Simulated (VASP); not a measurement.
Here is the system:

```
CELL_PARAMETERS angstrom
      0.00000     2.64044     2.64044
      2.64044     0.00000     2.64044
      2.64044     2.64044     0.00000
ATOMIC_POSITIONS crystal
  Yb 0.00000 0.00000 0.00000
```

The numbers are results of PBEsol GGA, VASP's PBE PAW potentials (set 64) (plane waves; VASP), not measurements. Settings: 400 eV cut-off, 8×8×8 Γ-centred mesh, Gaussian smearing of 0.050 eV, potentials Yb_2.

The 4f electrons are frozen in the core of the lanthanide potential, so 4f levels, which can set the real gap, and their magnetism are missing.

Estimate the energy per atom (σ→0).

```
Property                       Result
---------------------  --------------
energy per atom (σ→0)  -1.759 eV/atom
```

Only differences to runs with the same potentials and settings are physical.

The compound is Yb in the fcc structure. It was relaxed first, which changed the volume by -11 %. The start is the result of an earlier pass.
